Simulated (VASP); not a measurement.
Input:

```xyz
8
Lattice="1.4200 -2.4595 0.0000 1.4200 2.4595 0.0000 0.0000 0.0000 12.6933" Properties=species:S:1:pos:R:3 pbc="T T T"
Al     1.4200     0.8198     9.5200
Al     1.4200    -0.8198     3.1733
Cr     1.4200     0.8198     1.0737
Cr     1.4200    -0.8198     7.4204
Cr     1.4200    -0.8198    11.6196
Cr     1.4200     0.8198     5.2729
C      2.8400     0.0000    12.6933
C      2.8400     0.0000     6.3467
```

All values below come from PBE GGA, VASP's PBE PAW potentials (set 64) (plane waves; VASP). Run with 520 eV cut-off, 14×14×3 Γ-centred mesh, tetrahedra with Blöchl corrections, potentials Al Cr_pv C.

The cores are frozen, which limits the accuracy of field gradients.

Q: Give the principal components of the electric field gradient (V/Å²) and the asymmetry η at each nucleus.

A: 
```csv
atom,Vxx,Vyy,Vzz,η
Al1,16.9,16.9,-33.8,0.00
Al2,16.9,16.9,-33.8,0.00
Cr3,2.1,2.1,-4.2,0.00
Cr4,2.1,2.1,-4.2,0.00
Cr5,2.1,2.1,-4.2,0.00
Cr6,2.1,2.1,-4.2,0.00
C7,-0.4,-0.4,0.8,0.00
C8,-0.4,-0.4,0.8,0.00
```

The compound is AlCr2C in the sg194 structure. It was relaxed first. The run is not spin-polarised, so no magnetic state was tried.
